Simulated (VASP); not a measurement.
These are PBE GGA with D4 dispersion, VASP's PBE PAW potentials (set 64) (plane waves; VASP) values and carry that method's errors.

VASP input:

**INCAR**
```
ALGO = Normal
EDIFF = 1E-7
EDIFFG = -0.01
ENCUT = 520
GGA = PE
IBRION = 2
ISIF = 4
ISMEAR = 1
IVDW = 13
LASPH = .True.
LCHARG = .False.
LMAXMIX = 4
LREAL = .False.
LWAVE = .False.
NELM = 100
NSW = 30
PREC = Accurate
SIGMA = 0.1
SYSTEM = Ga
```

File KPOINTS:
```
Regular mesh
0
gamma
 8 8 7
```

### POSCAR
```
Ga
1
    2.2251687408    -3.8374793999     0.0000000000
    2.2251687408     3.8374793999     0.0000000000
    0.0000000000     0.0000000000     4.5780175662
Ga
4
Direct
  0.1552484208   0.8447515792   0.9176516322
  0.3447515792   0.6552484208   0.4176516322
  0.6552484208   0.3447515792   0.5823483678
  0.8447515792   0.1552484208   0.0823483678
```

POTCAR, in this order: Ga_d (PBE.64 set). Program: vasp_std.

What VASP printed:

**OUTCAR**
```
 ion  position               nearest neighbor table
   1  0.155  0.845  0.918-   4 2.50   3 2.70   3 2.70   2 2.71   2 2.71   4 2.76   4 2.76
   2  0.345  0.655  0.418-   3 2.50   4 2.70   4 2.70   1 2.71   1 2.71   3 2.76   3 2.76
   3  0.655  0.345  0.582-   2 2.50   1 2.70   1 2.70   4 2.71   4 2.71   2 2.76   2 2.76
   4  0.845  0.155  0.082-   1 2.50   2 2.70   2 2.70   3 2.71   3 2.71   1 2.76   1 2.76
  LATTYP: Found a base centered orthorhombic cell.
 ALAT       =     4.4503374816
 B/A-ratio  =     1.7245790531
 C/A-ratio  =     1.0286899780
 Subroutine PRICEL returns:
 Original cell was already a primitive cell.
 Subroutine GETGRP returns: Found  8 space group operations
The static configuration has the point symmetry C_2h.
 The point group associated with its full space group is D_2h.
The dynamic configuration has the point symmetry C_2h.
 Subroutine INISYM returns: Found  8 space group operations
 Subroutine IBZKPT returns following result:
 Found     84 irreducible k-points:

 Following reciprocal coordinates:
            Coordinates               Weight
  0.000000  0.000000  0.000000      1.000000
  0.125000  0.000000  0.000000      4.000000
  0.250000  0.000000  0.000000      4.000000
  0.375000  0.000000  0.000000      4.000000
  0.500000  0.000000  0.000000      2.000000
  0.125000  0.125000  0.000000      2.000000
  0.250000  0.125000  0.000000      4.000000
  0.375000  0.125000  0.000000      4.000000
  0.500000  0.125000  0.000000      4.000000
 -0.375000  0.125000  0.000000      4.000000
 -0.250000  0.125000  0.000000      4.000000
 -0.125000  0.125000  0.000000      2.000000
  0.250000  0.250000  0.000000      2.000000
  0.375000  0.250000  0.000000      4.000000
  0.500000  0.250000  0.000000      4.000000
 -0.375000  0.250000  0.000000      4.000000
 -0.250000  0.250000  0.000000      2.000000
  0.375000  0.375000  0.000000      2.000000
  0.500000  0.375000  0.000000      4.000000
...
```

**OSZICAR**
```
...
DAV:   9    -0.115980533579E+02   -0.16046E-03   -0.10202E-03  5908   0.360E-01    0.255E-02
DAV:  10    -0.115980654312E+02   -0.12073E-04   -0.22290E-04  6071   0.172E-01    0.545E-03
DAV:  11    -0.115980661162E+02   -0.68494E-06   -0.36775E-05  6008   0.758E-02    0.410E-03
DAV:  12    -0.115980659868E+02    0.12935E-06   -0.79752E-06  6302   0.324E-02    0.520E-04
DAV:  13    -0.115980661008E+02   -0.11392E-06   -0.90556E-07  6640   0.813E-03    0.505E-04
DAV:  14    -0.115980660252E+02    0.75512E-07   -0.50756E-08  3444   0.195E-03
   1 F= -.13467338E+02 E0= -.13467285E+02  d E =-.134673E+02
       N       E                     dE             d eps       ncg     rms          rms(c)
DAV:   1    -0.116010452137E+02   -0.29791E-02   -0.47586E-02  6204   0.157E+00    0.309E-01
DAV:   2    -0.115994636827E+02    0.15815E-02   -0.23975E-03  5622   0.876E-01    0.189E-01
DAV:   3    -0.115985193901E+02    0.94429E-03   -0.13725E-03  6079   0.593E-01    0.143E-02
DAV:   4    -0.115985670555E+02   -0.47665E-04   -0.56084E-04  5467   0.251E-01    0.118E-02
DAV:   5    -0.115985655402E+02    0.15153E-05   -0.23302E-05  7056   0.521E-02    0.316E-03
DAV:   6    -0.115985659579E+02   -0.41768E-06   -0.26552E-06  5936   0.143E-02    0.311E-03
DAV:   7    -0.115985658070E+02    0.15083E-06   -0.30641E-07  4486   0.596E-03    0.117E-03
DAV:   8    -0.115985658136E+02   -0.66011E-08   -0.21308E-07  4179   0.457E-03
   2 F= -.13467812E+02 E0= -.13467702E+02  d E =-.473885E-03
       N       E                     dE             d eps       ncg     rms          rms(c)
DAV:   1    -0.116221900566E+02   -0.23624E-01   -0.42850E-01  6203   0.471E+00    0.926E-01
DAV:   2    -0.116078603002E+02    0.14330E-01   -0.21494E-02  5566   0.254E+00    0.566E-01
DAV:   3    -0.115993676933E+02    0.84926E-02   -0.12800E-02  6526   0.177E+00    0.435E-02
DAV:   4    -0.115997817639E+02   -0.41407E-03   -0.49044E-03  5467   0.742E-01    0.355E-02
DAV:   5    -0.115997667764E+02    0.14988E-04   -0.19775E-04  6985   0.148E-01    0.979E-03
DAV:   6    -0.115997695627E+02   -0.27863E-05   -0.21797E-05  5893   0.386E-02    0.928E-03
DAV:   7    -0.115997684274E+02    0.11352E-05   -0.25322E-06  6480   0.180E-02    0.381E-03
DAV:   8    -0.115997683443E+02    0.83101E-07   -0.18438E-06  5622   0.136E-02    0.136E-03
DAV:   9    -0.115997683094E+02    0.34981E-07   -0.47053E-07  5310   0.104E-02
   3 F= -.13468953E+02 E0= -.13468929E+02  d E =-.161471E-02
       N       E                     dE             d eps       ncg     rms          rms(c)
DAV:   1    -0.116910406805E+02   -0.91272E-01   -0.17158E+00  6195   0.942E+00    0.186E+00
DAV:   2    -0.116322730466E+02    0.58768E-01   -0.87224E-02  5531   0.486E+00    0.113E+00
DAV:   3    -0.115978793082E+02    0.34394E-01   -0.52857E-02  6661   0.345E+00    0.890E-02
DAV:   4    -0.115994699027E+02   -0.15906E-02   -0.18915E-02  5404   0.145E+00    0.712E-02
DAV:   5    -0.115994208548E+02    0.49048E-04   -0.74280E-04  7146   0.259E-01    0.225E-02
DAV:   6    -0.115994270365E+02   -0.61817E-05   -0.60064E-05  5871   0.647E-02    0.158E-02
DAV:   7    -0.115994243117E+02    0.27249E-05   -0.89401E-06  6347   0.416E-02    0.542E-03
DAV:   8    -0.115994241193E+02    0.19239E-06   -0.46498E-06  6524   0.181E-02    0.198E-03
DAV:   9    -0.115994240391E+02    0.80245E-07   -0.94536E-07  5584   0.140E-02
   4 F= -.13468474E+02 E0= -.13468503E+02  d E =-.113586E-02
       N       E                     dE             d eps       ncg     rms          rms(c)
DAV:   1    -0.116272101975E+02   -0.27786E-01   -0.50898E-01  6266   0.514E+00    0.101E+00
DAV:   2    -0.116099495296E+02    0.17261E-01   -0.25339E-02  5531   0.273E+00    0.618E-01
DAV:   3    -0.115996978931E+02    0.10252E-01   -0.15162E-02  6092   0.190E+00    0.472E-02
DAV:   4    -0.116001981295E+02   -0.50024E-03   -0.58762E-03  5411   0.819E-01    0.380E-02
DAV:   5    -0.116001862794E+02    0.11850E-04   -0.25680E-04  7118   0.160E-01    0.120E-02
DAV:   6    -0.116001875065E+02   -0.12271E-05   -0.21527E-05  5835   0.428E-02    0.857E-03
DAV:   7    -0.116001859379E+02    0.15686E-05   -0.33150E-06  6518   0.180E-02    0.264E-03
DAV:   8    -0.116001859123E+02    0.25580E-07   -0.11797E-06  5089   0.114E-02    0.961E-04
DAV:   9    -0.116001859255E+02   -0.13195E-07   -0.33789E-07  4546   0.889E-03
   5 F= -.13469309E+02 E0= -.13469362E+02  d E =-.197102E-02
       N       E                     dE             d eps       ncg     rms          rms(c)
DAV:   1    -0.116011835974E+02   -0.99769E-03   -0.18601E-02  6234   0.981E-01    0.194E-01
DAV:   2    -0.116005500132E+02    0.63358E-03   -0.93784E-04  5538   0.549E-01    0.118E-01
DAV:   3    -0.116001734782E+02    0.37654E-03   -0.55604E-04  6215   0.373E-01    0.907E-03
DAV:   4    -0.116001919517E+02   -0.18474E-04   -0.21803E-04  5425   0.156E-01    0.740E-03
DAV:   5    -0.116001913905E+02    0.56118E-06   -0.93418E-06  7052   0.324E-02    0.208E-03
DAV:   6    -0.116001914739E+02   -0.83346E-07   -0.94369E-07  5585   0.876E-03
   6 F= -.13469327E+02 E0= -.13469399E+02  d E =-.198955E-02
       N       E                     dE             d eps       ncg     rms          rms(c)
DAV:   1    -0.116076527151E+02   -0.74613E-02   -0.20103E-01  6160   0.312E+00    0.550E-01
DAV:   2    -0.116030839537E+02    0.45688E-02   -0.98947E-03  5655   0.164E+00    0.336E-01
DAV:   3    -0.116003480209E+02    0.27359E-02   -0.49557E-03  7441   0.103E+00    0.263E-02
DAV:   4    -0.116004825305E+02   -0.13451E-03   -0.18651E-03  5467   0.489E-01    0.195E-02
DAV:   5    -0.116004851328E+02   -0.26023E-05   -0.10172E-04  7381   0.116E-01    0.371E-03
DAV:   6    -0.116004857085E+02   -0.57567E-06   -0.83949E-06  5831   0.274E-02    0.191E-03
DAV:   7    -0.116004857074E+02    0.10114E-08   -0.54592E-07  6244   0.664E-03
   7 F= -.13469502E+02 E0= -.13469600E+02  d E =-.174121E-03
       N       E                     dE             d eps       ncg     rms          rms(c)
DAV:   1    -0.116010973894E+02   -0.61168E-03   -0.16990E-02  6153   0.908E-01    0.160E-01
DAV:   2    -0.116007100908E+02    0.38730E-03   -0.84294E-04  5664   0.484E-01    0.976E-02
DAV:   3    -0.116004776004E+02    0.23249E-03   -0.40735E-04  7226   0.302E-01    0.753E-03
DAV:   4    -0.116004896062E+02   -0.12006E-04   -0.16317E-04  5495   0.144E-01    0.565E-03
DAV:   5    -0.116004898510E+02   -0.24486E-06   -0.87600E-06  7532   0.342E-02    0.117E-03
DAV:   6    -0.116004899313E+02   -0.80277E-07   -0.71313E-07  5309   0.745E-03
   8 F= -.13469541E+02 E0= -.13469633E+02  d E =-.213660E-03
       N       E                     dE             d eps       ncg     rms          rms(c)
DAV:   1    -0.116008127050E+02   -0.32285E-03   -0.84153E-02  6097   0.184E+00    0.139E-01
DAV:   2    -0.116007552854E+02    0.57420E-04   -0.27443E-03  7624   0.592E-01    0.819E-02
DAV:   3    -0.116005909628E+02    0.16432E-03   -0.20126E-04  6891   0.240E-01    0.607E-03
DAV:   4    -0.116006002246E+02   -0.92618E-05   -0.10433E-04  5439   0.104E-01    0.484E-03
DAV:   5    -0.116005999519E+02    0.27267E-06   -0.53584E-06  7305   0.157E-02    0.255E-03
DAV:   6    -0.116005999113E+02    0.40640E-07   -0.35851E-07  4277   0.112E-02
   9 F= -.13469675E+02 E0= -.13469793E+02  d E =-.133967E-03
       N       E                     dE             d eps       ncg     rms          rms(c)
DAV:   1    -0.116006451533E+02   -0.45201E-04   -0.15507E-02  6097   0.791E-01    0.596E-02
DAV:   2    -0.116006348422E+02    0.10311E-04   -0.50534E-04  7653   0.255E-01    0.351E-02
DAV:   3    -0.116006047677E+02    0.30075E-04   -0.37076E-05  6928   0.103E-01    0.261E-03
DAV:   4    -0.116006064540E+02   -0.16863E-05   -0.19083E-05  5446   0.442E-02    0.208E-03
DAV:   5    -0.116006064010E+02    0.52980E-07   -0.95476E-07  6125   0.664E-03
  10 F= -.13469687E+02 E0= -.13469813E+02  d E =-.146038E-03
```

OUTCAR:
```
------------------------ aborting loop because EDIFF is reached ----------------------------------------
  Edisp (eV):   -1.86908
  FORCE on cell =-STRESS in cart. coord.  units (eV):
  Direction    XX          YY          ZZ          XY          YZ          ZX
  --------------------------------------------------------------------------------------
  Total      -0.74803    -0.73802    -0.71504     0.00000    -0.00000     0.00000
  in kB     -15.32891   -15.12383   -14.65298     0.00000    -0.00000     0.00000
  external pressure =      -15.04 kB  Pullay stress =        0.00 kB
  volume of cell :       78.18
      direct lattice vectors                 reciprocal lattice vectors
     2.255898634 -3.832150462  0.000000000     0.221641164 -0.130475044 -0.000000000
     2.255898634  3.832150462  0.000000000     0.221641164  0.130475044  0.000000000
     0.000000000 -0.000000000  4.521935136     0.000000000  0.000000000  0.221144260
 POSITION                                       TOTAL-FORCE (eV/Angst)
 -----------------------------------------------------------------------------------
      2.25590      2.64253      4.14609         0.000000     -0.002479     -0.008885
      2.25590      1.18962      1.88513         0.000000      0.002479     -0.008885
      2.25590     -1.18962      2.63681         0.000000     -0.002479      0.008885
      2.25590     -2.64253      0.37584         0.000000      0.002479      0.008885
 -----------------------------------------------------------------------------------
    total drift:                                0.000000     -0.000000      0.000000
  FREE ENERGIE OF THE ION-ELECTRON SYSTEM (eV)
  ---------------------------------------------------
  free  energy   TOTEN  =       -13.4696870954 eV

  energy  without entropy=      -13.4700656190  energy(sigma->0) =      -13.46981327

 reached required accuracy - stopping structural energy minimisation
```
(Selected blocks of OUTCAR.)

CONTCAR:
```
Ga
   1.00000000000000
     2.2558986342214182   -3.8321504624229861    0.0000000000000000
     2.2558986342214182    3.8321504624229861    0.0000000000000000
     0.0000000000000000   -0.0000000000000000    4.5219351360285023
  Ga
     4
Direct
     0.1552153859708654    0.8447846140291344    0.9168848952493222
     0.3447846140291345    0.6552153859708656    0.4168848952493220
     0.6552153859708656    0.3447846140291345    0.5831151047506778
     0.8447846140291344    0.1552153859708654    0.0831151047506779
```

The compound is Ga in the alpha structure. This cell is one point of a volume scan, at 1.03 of the reference volume. Symmetry was kept, so distortions that lower it aren't found.
